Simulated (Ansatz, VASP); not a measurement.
## Two plane-wave programs on NaCaBr3

INCAR

```
ALGO     = Fast           # electronic algorithm
EDIFF    = 1E-6           # SCF threshold, eV
ENCUT    = 520            # plane-wave cutoff, eV
GGA      = PE             # functional
ISIF     = 2              # what is computed and relaxed
ISMEAR   = -1             # smearing method
LASPH    = T              # aspherical terms in the spheres
LCHARG   = F              # write CHGCAR
LREAL    = F              # projectors in reciprocal space
LWAVE    = F              # write WAVECAR
NBANDS   = 27             # bands
NELM     = 100            # most SCF steps
PREC     = Accurate       # precision mode
SIGMA    = 0.02           # smearing width, eV
```

The input KPOINTS:

```
k-points
0
Gamma
  4 4 4
```

Contents of POSCAR:

```
NaCaBr3
1.0
    5.6413113660      0.0000000000      0.0000000000
    0.0000000000      5.6413113660      0.0000000000
    0.0000000000      0.0000000000      5.6413113660
Na Ca Br
1 1 3
Direct
    0.0000000000      0.0000000000      0.0000000000
    0.5000000000      0.5000000000      0.5000000000
    0.5000000000      0.5000000000      0.0000000000
    0.5000000000      0.0000000000      0.5000000000
    0.0000000000      0.5000000000      0.5000000000
```

Input for Ansatz:

```yaml
crystal:
  lattice:
    - [5.641311366, 0.0, 0.0]
    - [0.0, 5.641311366, 0.0]
    - [0.0, 0.0, 5.641311366]
  atoms:
    - { symbol: Na, position: [0.0, 0.0, 0.0] }
    - { symbol: Ca, position: [0.5, 0.5, 0.5] }
    - { symbol: Br, position: [0.5, 0.5, 0.0] }
    - { symbol: Br, position: [0.5, 0.0, 0.5] }
    - { symbol: Br, position: [0.0, 0.5, 0.5] }
kpoints:
  mp_grid: { grid: [4, 4, 4] }
  band_path:
    path: [[0.0, 0.0, 0.0], [0.0, 0.5, 0.0], [0.5, 0.5, 0.0], [0.5, 0.5, 0.5]]
    npoints: 1
hamiltonian:
  xc: pbe
scf:
  occupations: { method: fermi_dirac, width: 0.02 }
  n_extra_bands: 5
output:
  forces: true
  stress: true
  eigenvalues: true
  write_density: true
  write_potential: true
  elf: true
  volumetric_format: npy
```

The cell was built by a generator and needn't be a form met in nature.

Alike in both runs: task single point; functional PBE; k mesh 4 × 4 × 4; occupations fermi-dirac, width 0.02 eV; no spin polarisation.

|  | VASP | Ansatz |
| --- | --- | --- |
| version | VASP 6.6.1 | Ansatz 0.2.0 |
| potentials or method | VASP PAW PBE potentials, release 64 (Na_pv, Ca_sv, Br) | plane waves, PAW |
| plane-wave cutoff (eV) | 520 | 420 |
| valence electrons in the cell | 38 | 40 |

Ansatz gave:

- gap on the k mesh at the Fermi level (eV): 3.07
- pressure (GPa): 0.4

Q: Estimate VASP's values.

A: gap on the k mesh at the Fermi level (eV): 3.07; pressure (GPa): 0.5.

The two sets of potentials don't hold the same shells in valence.

A k mesh can miss the band edges. As with any semilocal functional, this PBE gap is likely too small.
